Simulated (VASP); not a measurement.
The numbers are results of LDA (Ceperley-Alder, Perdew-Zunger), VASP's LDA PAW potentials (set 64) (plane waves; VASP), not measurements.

VASP ran on this input.

### INCAR
```
LWAVE=F
SYSTEM=CeO2
IBRION=2
ENCUT=520   # plane-wave cut-off (eV)
LASPH=T
ISMEAR=0   # Gaussian
LCHARG=F
NELM=100   # most electronic steps
ISIF=3   # ions, shape and volume
ALGO=Normal
EDIFFG=-0.02
SIGMA=0.05
LMAXMIX=6   # l cut-off of mixed one-centre charges
NSW=60
PREC=Accurate
LREAL=F
EDIFF=1E-6
```

File KPOINTS:
```
Automatic mesh
0
Gamma
7 7 7
0 0 0
```

### POSCAR
```
CeO2
1
    0.0000000000     2.6809034849     2.6809034849
    2.6809034849     0.0000000000     2.6809034849
    2.6809034849     2.6809034849    -0.0000000000
Ce O
1 2
Direct
  0.0000000000   0.0000000000   0.0000000000
  0.2500000000   0.2500000000   0.2500000000
  0.7500000000   0.7500000000   0.7500000000
```

POTCAR, in this order: Ce O (LDA.64 set). Program: vasp_std.

The run wrote:

OSZICAR:
```
       N       E                     dE             d eps       ncg     rms          rms(c)
DAV:   1     0.220746032089E+03    0.22075E+03   -0.11983E+04   648   0.189E+03
DAV:   2     0.113032685767E+02   -0.20944E+03   -0.20090E+03   904   0.304E+02
DAV:   3    -0.325530546057E+02   -0.43856E+02   -0.41055E+02   808   0.147E+02
DAV:   4    -0.341398115396E+02   -0.15868E+01   -0.15866E+01   960   0.320E+01
DAV:   5    -0.342261208910E+02   -0.86309E-01   -0.86306E-01  1080   0.622E+00    0.125E+03
DAV:   6    -0.319990300899E+02    0.22271E+01   -0.88643E+01   912   0.576E+01    0.960E+01
DAV:   7    -0.489727833273E+02   -0.16974E+02   -0.59207E+02   968   0.296E+02    0.782E+02
DAV:   8    -0.485650595648E+02    0.40772E+00   -0.28652E+01   920   0.663E+01    0.517E+02
DAV:   9    -0.382927931132E+02    0.10272E+02   -0.11564E+01   864   0.308E+01    0.582E+02
DAV:  10    -0.383979259057E+02   -0.10513E+00   -0.68713E-01   904   0.765E+00    0.571E+02
DAV:  11    -0.383453061069E+02    0.52620E-01   -0.54488E-02  1152   0.151E+00    0.602E+02
DAV:  12    -0.370030800765E+02    0.13422E+01   -0.33395E-01  1040   0.519E+00    0.536E+02
DAV:  13    -0.359700485099E+02    0.10330E+01   -0.22277E-01  1048   0.442E+00    0.459E+02
DAV:  14    -0.342239824133E+02    0.17461E+01   -0.64934E-01  1056   0.767E+00    0.354E+02
DAV:  15    -0.332072133280E+02    0.10168E+01   -0.32753E-01  1232   0.534E+00    0.295E+02
DAV:  16    -0.313914906197E+02    0.18157E+01   -0.11209E+00  1056   0.107E+01    0.204E+02
DAV:  17    -0.308328512649E+02    0.55864E+00   -0.29411E-01  1200   0.492E+00    0.174E+02
DAV:  18    -0.296506775685E+02    0.11822E+01   -0.12393E+00   944   0.114E+01    0.103E+02
DAV:  19    -0.290354642202E+02    0.61521E+00   -0.15207E+00   992   0.115E+01    0.499E+01
DAV:  20    -0.289001527890E+02    0.13531E+00   -0.33601E-01   968   0.544E+00    0.437E+01
DAV:  21    -0.289904395933E+02   -0.90287E-01   -0.12531E+00  1024   0.869E+00    0.142E+02
DAV:  22    -0.289645027416E+02    0.25937E-01   -0.34816E+00   992   0.160E+01    0.101E+02
DAV:  23    -0.289467204465E+02    0.17782E-01   -0.21843E+00   952   0.119E+01    0.120E+02
DAV:  24    -0.289417411944E+02    0.49793E-02   -0.25531E+00   976   0.136E+01    0.104E+02
DAV:  25    -0.288756824582E+02    0.66059E-01   -0.91285E-01   944   0.803E+00    0.404E+01
DAV:  26    -0.288790200647E+02   -0.33376E-02   -0.38108E-01   976   0.518E+00    0.591E+01
DAV:  27    -0.288613399363E+02    0.17680E-01   -0.10445E-01   952   0.282E+00    0.149E+01
DAV:  28    -0.288630195403E+02   -0.16796E-02   -0.25443E-02   968   0.131E+00    0.353E+01
DAV:  29    -0.288579059496E+02    0.51136E-02   -0.10269E-02   872   0.941E-01    0.199E+01
DAV:  30    -0.288564860832E+02    0.14199E-02   -0.13541E-03   840   0.286E-01    0.204E+01
DAV:  31    -0.288541280783E+02    0.23580E-02   -0.70464E-03   808   0.798E-01    0.627E+00
DAV:  32    -0.288539571102E+02    0.17097E-03   -0.20526E-03  1112   0.363E-01    0.833E-01
DAV:  33    -0.288540082146E+02   -0.51104E-04   -0.60755E-04   968   0.218E-01    0.447E+00
DAV:  34    -0.288539503397E+02    0.57875E-04   -0.23959E-04   896   0.136E-01    0.178E+00
DAV:  35    -0.288539487640E+02    0.15757E-05   -0.21220E-05   864   0.350E-02    0.190E+00
DAV:  36    -0.288539373708E+02    0.11393E-04   -0.15133E-04   840   0.110E-01    0.500E-01
DAV:  37    -0.288539361134E+02    0.12574E-05   -0.14342E-05  1040   0.296E-02    0.128E-01
DAV:  38    -0.288539361091E+02    0.43055E-08   -0.49407E-07   400   0.629E-03
   1 F= -.28853936E+02 E0= -.28853936E+02  d E =-.288539E+02
```

OUTCAR:
```
------------------------ aborting loop because EDIFF is reached ----------------------------------------
  FORCE on cell =-STRESS in cart. coord.  units (eV):
  Direction    XX          YY          ZZ          XY          YZ          ZX
  --------------------------------------------------------------------------------------
  Total        0.0207118      0.0207118      0.0207118     -0.0000000     -0.0000000     -0.0000000
  in kB        0.8611028      0.8611028      0.8611028     -0.0000000     -0.0000000     -0.0000000
  external PRESSURE =       0.8611028 kB  Pullay stress =       0.0000000 kB
  volume of cell :       38.54
      direct lattice vectors                 reciprocal lattice vectors
     0.000000000  2.680903485  2.680903485    -0.186504290  0.186504290  0.186504290
     2.680903485  0.000000000  2.680903485     0.186504290 -0.186504290  0.186504290
     2.680903485  2.680903485  0.000000000     0.186504290  0.186504290 -0.186504290
 POSITION                                       TOTAL-FORCE (eV/Angst)
 -----------------------------------------------------------------------------------
      0.00000      0.00000      0.00000        -0.000000     -0.000000      0.000000
      1.34045      1.34045      1.34045        -0.000000     -0.000000     -0.000000
      4.02136      4.02136      4.02136         0.000000      0.000000      0.000000
 -----------------------------------------------------------------------------------
    total drift:                                0.000000      0.000000      0.000000
  FREE ENERGIE OF THE ION-ELECTRON SYSTEM (eV)
  ---------------------------------------------------
  free  energy   TOTEN  =       -28.8539361091 eV

  energy  without entropy=      -28.8539361091  energy(sigma->0) =      -28.85393611

 reached required accuracy - stopping structural energy minimisation
```
(Selected blocks of OUTCAR.)

The compound is CeO2 in the fluorite structure. It was relaxed first. The start is the result of an earlier pass. The run is not spin-polarised, so no magnetic state was tried.
